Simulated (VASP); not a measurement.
These are PBEsol GGA, VASP's PBE PAW potentials (set 64) (plane waves; VASP) values and carry that method's errors.

Input for VASP

**INCAR**
```
! general
SYSTEM =NiO
PREC   =Accurate
ENCUT  =620   ! plane-wave cut-off (eV)
LREAL  =.FALSE.   ! projection in real space or not
LASPH  =.TRUE.

! electronic loop
EDIFF  =1E-6
NELM   =100   ! most electronic steps
ALGO   =Normal
LMAXMIX=4

! smearing
ISMEAR =0   ! Gaussian
SIGMA  =0.05

! functional
GGA    =PS   ! PBEsol

! spin
ISPIN  =2
MAGMOM =1.3 -1.3 2*0.0

! ions
IBRION =2   ! conjugate gradients
NSW    =40   ! most ionic steps
ISIF   =3   ! ions, shape and volume
EDIFFG =-0.02   ! ionic stop

! output
LWAVE  =.FALSE.
LCHARG =.FALSE.
LORBIT =10
```

File POSCAR:
```
NiO
1
    4.1176733786     2.0566918643     2.0566918643
    2.0566918643     4.1176733786     2.0566918643
    2.0566918643     2.0566918643     4.1176733786
Ni O
2 2
Direct
  0.0000000000   0.0000000000   0.0000000000
  0.5000000000   0.5000000000   0.5000000000
  0.2500000000   0.2500000000   0.2500000000
  0.7500000000   0.7500000000   0.7500000000
```

KPOINTS:
```
Automatic mesh
0
G
9 9 9
```

POTCAR, in this order: Ni O (PBE.64 set). Program: vasp_std.

Output

**OSZICAR**
```
       N       E                     dE             d eps       ncg     rms          rms(c)
DAV:   1     0.277791078135E+03    0.27779E+03   -0.17751E+04  6896   0.243E+03
DAV:   2     0.408949427522E+01   -0.27370E+03   -0.25661E+03  7000   0.441E+02
DAV:   3    -0.281937987789E+02   -0.32283E+02   -0.30624E+02  7788   0.170E+02
DAV:   4    -0.292878353741E+02   -0.10940E+01   -0.10867E+01  7692   0.329E+01
DAV:   5    -0.293187422480E+02   -0.30907E-01   -0.30891E-01  8084   0.524E+00    0.210E+01
DAV:   6    -0.267221685878E+02    0.25966E+01   -0.41212E+01 10196   0.110E+02    0.211E+01
DAV:   7    -0.252255771529E+02    0.14966E+01   -0.69637E+00  8788   0.788E+01    0.974E+00
DAV:   8    -0.253821355667E+02   -0.15656E+00   -0.20303E+00  7772   0.125E+01    0.618E+00
DAV:   9    -0.252927514690E+02    0.89384E-01   -0.14971E-01 10908   0.112E+01    0.151E+00
DAV:  10    -0.253076765019E+02   -0.14925E-01   -0.65337E-02  9608   0.348E+00    0.795E-01
DAV:  11    -0.253087897301E+02   -0.11132E-02   -0.97941E-03 10108   0.304E+00    0.171E-01
DAV:  12    -0.253090855391E+02   -0.29581E-03   -0.27713E-03  8656   0.519E-01    0.114E-01
DAV:  13    -0.253090239064E+02    0.61633E-04   -0.42950E-04 11436   0.284E-01    0.306E-02
DAV:  14    -0.253090308105E+02   -0.69041E-05   -0.50225E-05  8152   0.994E-02    0.289E-02
DAV:  15    -0.253090255295E+02    0.52810E-05   -0.18015E-05 10236   0.649E-02    0.688E-03
DAV:  16    -0.253090258572E+02   -0.32773E-06   -0.22398E-06  4792   0.252E-02
   1 F= -.25309026E+02 E0= -.25309026E+02  d E =-.253090E+02  mag=     0.0000
```

**OUTCAR**
```
------------------------ aborting loop because EDIFF is reached ----------------------------------------
  FORCE on cell =-STRESS in cart. coord.  units (eV):
  Direction    XX          YY          ZZ          XY          YZ          ZX
  --------------------------------------------------------------------------------------
  Total       -0.0569715     -0.0569715     -0.0569715     -0.0647230     -0.0647230     -0.0647230
  in kB       -2.6107451     -2.6107451     -2.6107451     -2.9659615     -2.9659615     -2.9659615
  external PRESSURE =      -2.6107451 kB  Pullay stress =       0.0000000 kB
  volume of cell :       34.96
      direct lattice vectors                 reciprocal lattice vectors
     4.117673379  2.056691864  2.056691864     0.363967500 -0.121238211 -0.121238211
     2.056691864  4.117673379  2.056691864    -0.121238211  0.363967500 -0.121238211
     2.056691864  2.056691864  4.117673379    -0.121238211 -0.121238211  0.363967500
 POSITION                                       TOTAL-FORCE (eV/Angst)
 -----------------------------------------------------------------------------------
      0.00000      0.00000      0.00000         0.000000      0.000000      0.000000
      4.11553      4.11553      4.11553         0.000000     -0.000000      0.000000
      2.05776      2.05776      2.05776         0.000000     -0.000000      0.000000
      6.17329      6.17329      6.17329        -0.000000      0.000000     -0.000000
 -----------------------------------------------------------------------------------
    total drift:                                0.000000     -0.000000     -0.000000
  FREE ENERGIE OF THE ION-ELECTRON SYSTEM (eV)
  ---------------------------------------------------
  free  energy   TOTEN  =       -25.3090258572 eV

  energy  without entropy=      -25.3090258572  energy(sigma->0) =      -25.30902586

 total charge

# of ion       s       p       d       tot
------------------------------------------
    1        0.347   0.440   8.309   9.097
    2        0.347   0.440   8.309   9.097
    3        1.554   3.405   0.000   4.959
    4        1.554   3.405   0.000   4.959
--------------------------------------------------
tot          3.802   7.690  16.619  28.111

 magnetization (x)

# of ion       s       p       d       tot
------------------------------------------
    1       -0.011  -0.015   1.289   1.263
    2        0.011   0.015  -1.289  -1.263
    3        0.000   0.000   0.000   0.000
    4        0.000   0.000   0.000   0.000
--------------------------------------------------
tot          0.000   0.000   0.000   0.000

 reached required accuracy - stopping structural energy minimisation
```
(Selected blocks of OUTCAR.)

The compound is NiO in the rock salt, AFM-II order structure. It was relaxed first.
